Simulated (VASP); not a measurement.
Set up this calculation in VASP 6.6.1, as the native input.

| Property | Result |
| --- | --- |
| Task | relaxation of cell and atoms |
| Functional | r2SCAN |
| Dispersion | rVV10 |
| Potentials or basis | VASP PAW PBE potentials, release 64 (Rb_sv, W_sv) |
| Cutoff | 600 eV |
| k mesh | 9 × 9 × 5 |
| Occupations | methfessel-paxton, width 0.1 eV |
| Spin | no spin polarisation |
| Further INCAR settings | ALGO = Normal; EDIFF = 1e-07; IBRION = 2; EDIFFG = -0.005; NSW = 40; ISIF = 3 |

The structure of RbW lies in POSCAR:

```
RbW
1.0
    3.5466225900      0.0000000000      0.0000000000
   -1.7733112900      3.0714652600      0.0000000000
    0.0000000000      0.0000000000      5.4941446400
Rb W
1 1
Direct
    0.0000000000      0.0000000000      0.5000000000
    0.6666666700      0.3333333300      0.0000000000
```

The cell was built by a generator and needn't be a form met in nature.

The input as run:

INCAR

```
ALGO = Normal
BPARAM = 11.95
CPARAM = 0.0093
EDIFF = 1E-7
EDIFFG = -0.005
ENCUT = 600
IBRION = 2
ISIF = 3
ISMEAR = 1
IVDW_NL = 2
LASPH = True
LCHARG = False
LMIXTAU = True
LREAL = False
LUSE_VDW = True
LWAVE = False
METAGGA = R2SCAN
NELM = 80
NSW = 40
PREC = Accurate
SIGMA = 0.1
```

KPOINTS

```
k-points
0
Gamma
  9 9 5
```

Potentials or basis: VASP PAW PBE potentials, release 64 (Rb_sv, W_sv).

Command:

```console
$ cat potpaw_PBE.64/Rb_sv/POTCAR potpaw_PBE.64/W_sv/POTCAR > POTCAR
$ mpirun -np 1 vasp_std > vasp.out
```

It gave:

```
Relaxed volume                         : 23.68 Å³/atom
Relaxed cell                           : a = 2.901 Å, b = 2.901 Å, c = 6.495 Å, α = 90.00°, β = 90.00°, γ = 120.00°
Space group after relaxing (to 0.05 Å) : P-6m2 (No. 187)
Energy gained by relaxing              : 1080.0 meV/atom
Ionic steps                            : 10
Pressure after relaxing                : 0.0 GPa
Band gap on the k mesh                 : none (metal or under the smearing width)
```

Caveat: the volume moved by over 15 % at a fixed basis, so the end points are rough; the PAW data sets were made with another functional, which shifts forces and pressure a little.

Wall time 16 min on 1 thread of Intel(R) Xeon(R) 6975P-C (Granite Rapids), with other jobs on the host, peak memory 0.37 GiB.
